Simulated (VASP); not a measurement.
Data:

```xyz
8
Lattice="4.3561 0.0000 0.0000 0.0000 4.3561 0.0000 0.0000 0.0000 4.3561" Properties=species:S:1:pos:R:3 pbc="T T T"
Mn     3.7490     2.7851     1.5710
Mn     1.5710     3.7490     2.7851
Mn     0.6071     0.6071     0.6071
Mn     2.7851     1.5710     3.7490
Si     0.6704     1.5076     2.8484
Si     2.8484     0.6704     1.5076
Si     3.6857     3.6857     3.6857
Si     1.5076     2.8484     0.6704
```
Starting moments (μB, in the order of the record's atoms Mn Mn Mn Mn Si Si Si Si): 0.9 0.9 0.9 0.9 0.0 0.0 0.0 0.0.

Level of theory: PBEsol GGA, VASP's PBE PAW potentials (set 64) (plane waves; VASP 6.6.1). Settings: 500 eV cut-off, 7×7×7 Γ-centred mesh, first-order Methfessel-Paxton smearing of 0.10 eV, potentials Mn_pv Si.

Energy and stress use the plane-wave basis of the starting cell. The moments were started parallel, and other spin orders were not tried in this run.

The ions, cell shape and volume at an external pressure of 30.0 GPa are relaxed. Give the cell that the relaxation ends in.

```xyz
8
Lattice="4.3107 0.0000 0.0000 0.0000 4.3107 0.0000 0.0000 0.0000 4.3107" Properties=species:S:1:pos:R:3 pbc="T T T"
Mn     3.7071     2.7589     1.5518
Mn     1.5518     3.7071     2.7589
Mn     0.6035     0.6035     0.6035
Mn     2.7589     1.5518     3.7071
Si     0.6621     1.4932     2.8175
Si     2.8175     0.6621     1.4932
Si     3.6486     3.6486     3.6486
Si     1.4932     2.8175     0.6621
```
Space group P2_13 (198), at a tolerance of 0.03 Å. The cell ends with 2.02 μB, on the sites 0.53 0.53 0.53 0.53 -0.02 -0.02 -0.02 -0.02 μB.

How do energy and volume change from the first to the last step?

The energy (σ→0) changes by +49.2 meV/atom and the volume by -3.1 %, in 7 ionic steps.

```csv
step,E(σ→0) (eV),max force (eV/Å),pressure (GPa),volume (Å³)
1,-65.8938,0.020,19.99,82.66
2,-64.1834,0.420,56.23,75.17
3,-65.5259,0.115,29.75,80.25
4,-65.5163,0.117,29.82,80.19
5,-65.4924,0.124,30.41,80.07
6,-65.5072,0.120,30.16,80.15
7,-65.5003,0.013,30.12,80.10
```

The compound is MnSi in the B20 structure. This run relaxes it under an external pressure of 30 GPa. Symmetry was kept, so distortions that lower it aren't found.
